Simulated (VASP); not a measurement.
Here is a VASP 6.6.1 calculation.

Contents of INCAR:

```
PREC = Accurate
ENCUT = 450
EDIFF = 1E-5
ISMEAR = 0
SIGMA = 0.03
LREAL = Auto
LASPH = True
NELM = 120
ALGO = Normal
ISIF = 2
LWAVE = False
LCHARG = False
ISPIN = 2
MAGMOM = 1 0 0 0 0 0 0 0 0 0 0 0 0 0 0 0 0 0 0 0 0 0 0 0 0 0 0 0 0 0 0 0
LORBIT = 11
LMAXMIX = 4
LDAU = True
LDAUTYPE = 2
LDAUL = 2 -1 -1
LDAUU = 5 0 0
LDAUJ = 0 0 0
LDAUPRINT = 1
GGA = PS
KPAR = 4
```

File KPOINTS:

```
Automatic mesh
0
Gamma
  3 3 2
```

Contents of POSCAR:

```
Ga15NiN16
1.0
    6.3800000000      0.0000000000      0.0000000000
   -3.1900000000      5.5252420762      0.0000000000
    0.0000000000      0.0000000000     10.3780000000
Ni Ga N
1 15 16
Direct
    0.3333333333      0.1666666667      0.0000000000
    0.3333333333      0.1666666667      0.5000000000
    0.3333333333      0.6666666667      0.0000000000
    0.3333333333      0.6666666667      0.5000000000
    0.8333333333      0.1666666667      0.0000000000
    0.8333333333      0.1666666667      0.5000000000
    0.8333333333      0.6666666667      0.0000000000
    0.8333333333      0.6666666667      0.5000000000
    0.1666666667      0.3333333333      0.2500000000
    0.1666666667      0.3333333333      0.7500000000
    0.1666666667      0.8333333333      0.2500000000
    0.1666666667      0.8333333333      0.7500000000
    0.6666666667      0.3333333333      0.2500000000
    0.6666666667      0.3333333333      0.7500000000
    0.6666666667      0.8333333333      0.2500000000
    0.6666666667      0.8333333333      0.7500000000
    0.3333333333      0.1666666667      0.1875000000
    0.3333333333      0.1666666667      0.6875000000
    0.3333333333      0.6666666667      0.1875000000
    0.3333333333      0.6666666667      0.6875000000
    0.8333333333      0.1666666667      0.1875000000
    0.8333333333      0.1666666667      0.6875000000
    0.8333333333      0.6666666667      0.1875000000
    0.8333333333      0.6666666667      0.6875000000
    0.1666666667      0.3333333333      0.4375000000
    0.1666666667      0.3333333333      0.9375000000
    0.1666666667      0.8333333333      0.4375000000
    0.1666666667      0.8333333333      0.9375000000
    0.6666666667      0.3333333333      0.4375000000
    0.6666666667      0.3333333333      0.9375000000
    0.6666666667      0.8333333333      0.4375000000
    0.6666666667      0.8333333333      0.9375000000
```

Potentials or basis: VASP PAW PBE potentials, release 64 (Ni, Ga_d, N).

Launch:

```sh
$ cat potpaw_PBE.64/Ni/POTCAR potpaw_PBE.64/Ga_d/POTCAR potpaw_PBE.64/N/POTCAR > POTCAR
$ mpirun -np 4 vasp_std > vasp.out
```

(1) What does it give for the net moment?

(2) Predict the band gap on the k mesh.

(3) Predict the site moments.

Answers

(1) 3.00 μB per cell.

(2) 0.75 eV, indirect (least direct gap 0.86 eV).

(3) Ni +1.85; Ga -0.00, +0.01, +0.00; N +0.16, +0.00, +0.01, +0.18 μB.
